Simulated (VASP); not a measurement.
OSZICAR of a VASP run on Hf (space group Fm-3m):

**OSZICAR**
```
       N       E                     dE             d eps       ncg     rms          rms(c)
DAV:   1     0.343515288817E+01    0.34352E+01   -0.53063E+03  1552   0.835E+02
DAV:   2    -0.106943244101E+02   -0.14129E+02   -0.13695E+02  2296   0.114E+02
DAV:   3    -0.109587831309E+02   -0.26446E+00   -0.25134E+00  1806   0.114E+01
DAV:   4    -0.109602656243E+02   -0.14825E-02   -0.14814E-02  1899   0.884E-01
DAV:   5    -0.109602763317E+02   -0.10707E-04   -0.10706E-04  1787   0.532E-02    0.454E+01
DAV:   6    -0.106885646808E+02    0.27171E+00   -0.26622E-01  1609   0.409E+00    0.268E+01
DAV:   7    -0.105957047435E+02    0.92860E-01   -0.37970E-01  1602   0.469E+00    0.142E+00
DAV:   8    -0.105909835988E+02    0.47211E-02   -0.20818E-02  1603   0.124E+00    0.121E-01
DAV:   9    -0.105909922649E+02   -0.86661E-05   -0.20321E-04  1654   0.152E-01    0.642E-02
DAV:  10    -0.105909926193E+02   -0.35442E-06   -0.27120E-05  1721   0.422E-02    0.717E-02
DAV:  11    -0.105909915335E+02    0.10857E-05   -0.33771E-06  1583   0.161E-02    0.146E-03
DAV:  12    -0.105909915372E+02   -0.36879E-08   -0.48757E-08   790   0.250E-03
   1 F= -.10590992E+02 E0= -.10590699E+02  d E =-.105910E+02
       N       E                     dE             d eps       ncg     rms          rms(c)
DAV:   1    -0.117077490884E+02   -0.11168E+01   -0.28777E+01  1514   0.504E+01    0.954E+00
DAV:   2    -0.108413950117E+02    0.86635E+00   -0.10492E+00  1513   0.990E+00    0.384E+00
DAV:   3    -0.105767780799E+02    0.26462E+00   -0.77537E-01  1588   0.782E+00    0.246E+00
DAV:   4    -0.105747810533E+02    0.19970E-02   -0.85189E-03  1634   0.843E-01    0.929E-01
DAV:   5    -0.105741544415E+02    0.62661E-03   -0.21037E-03  1736   0.332E-01    0.127E-01
DAV:   6    -0.105741570940E+02   -0.26525E-05   -0.38666E-05  1616   0.658E-02    0.203E-02
DAV:   7    -0.105741570996E+02   -0.55220E-08   -0.72674E-07  1251   0.756E-03
   2 F= -.10574157E+02 E0= -.10573974E+02  d E =0.168344E-01
       N       E                     dE             d eps       ncg     rms          rms(c)
DAV:   1    -0.109620069829E+02   -0.38785E+00   -0.86272E+00  1516   0.273E+01    0.498E+00
DAV:   2    -0.107058073462E+02    0.25620E+00   -0.35022E-01  1515   0.570E+00    0.194E+00
DAV:   3    -0.106297531111E+02    0.76054E-01   -0.24061E-01  1601   0.420E+00    0.124E+00
DAV:   4    -0.106295965145E+02    0.15660E-03   -0.17267E-03  1633   0.458E-01    0.921E-01
DAV:   5    -0.106292555644E+02    0.34095E-03   -0.10776E-03  1737   0.160E-01    0.841E-02
DAV:   6    -0.106292607781E+02   -0.52137E-05   -0.32468E-05  1667   0.443E-02    0.264E-02
DAV:   7    -0.106292589647E+02    0.18134E-05   -0.81056E-07  1035   0.873E-03    0.209E-03
DAV:   8    -0.106292589679E+02   -0.32392E-08   -0.29194E-08   774   0.152E-03
   3 F= -.10629259E+02 E0= -.10629054E+02  d E =-.382674E-01
       N       E                     dE             d eps       ncg     rms          rms(c)
DAV:   1    -0.106293678396E+02   -0.10887E-03   -0.23713E-03  1516   0.453E-01    0.837E-02
DAV:   2    -0.106292964567E+02    0.71383E-04   -0.92647E-05  1515   0.926E-02    0.346E-02
DAV:   3    -0.106292750199E+02    0.21437E-04   -0.67853E-05  1601   0.711E-02    0.236E-02
DAV:   4    -0.106292749548E+02    0.65160E-07   -0.46315E-07   944   0.762E-03
   4 F= -.10629275E+02 E0= -.10629074E+02  d E =-.382834E-01
```

Problem. Which electronic solver shows in the log?

Solution. It is blocked Davidson (ALGO = Normal, or the opening steps of other solvers). The INCAR had ALGO = Normal.

Problem. Can the final energy be trusted as converged?

Solution. The run converged. It stopped with EDIFF = 1E-6, NELM = 100, NSW = 60 and EDIFFG = -0.01 after 4 ionic steps (LDA (Ceperley-Alder, Perdew-Zunger), plane waves, VASP's LDA PAW potentials (set 64)). Energy and stress use the plane-wave basis of the starting cell.

The structure comes from a computed database's Hf entry (Fm-3m); how it stands against other phases isn't given here. This run relaxes it. Symmetry was kept, so distortions that lower it aren't found.
